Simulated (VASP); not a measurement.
Input:

```xyz
2
Lattice="0.0000 1.8130 1.8130 1.8130 0.0000 1.8130 1.8130 1.8130 0.0000" Properties=species:S:1:pos:R:3 pbc="T T T"
B      0.0000     0.0000     0.0000
N      2.7195     2.7195     2.7195
```

Calculation: PBE GGA, VASP's PBE PAW potentials (set 64) (plane waves; VASP). Run with 500 eV cut-off, Gaussian smearing of 0.050 eV, potentials B N.

Problem. Give the energies of bands 2 to 7 at the high-symmetry points, in eV from the valence-band maximum.

Solution. 
| band | Γ | X | U | L | W |
|---|---|---|---|---|---|
| 2 | 0.00 | -8.86 | -8.08 | -10.61 | -7.55 |
| 3 | 0.00 | -4.86 | -7.59 | -1.92 | -6.90 |
| 4 | 0.00 | -4.86 | -4.04 | -1.92 | -6.44 |
| 5 | 8.78 | 4.45 | 6.88 | 10.03 | 9.56 |
| 6 | 8.78 | 9.18 | 12.79 | 10.65 | 13.20 |
| 7 | 8.78 | 17.78 | 15.71 | 10.65 | 14.45 |

The gap is indirect, 4.45 eV, from the valence maximum at Γ to the conduction minimum at X.

The structure comes from a computed database's BN entry (F-43m); how it stands against other phases isn't given here. The cell was not relaxed at this level.
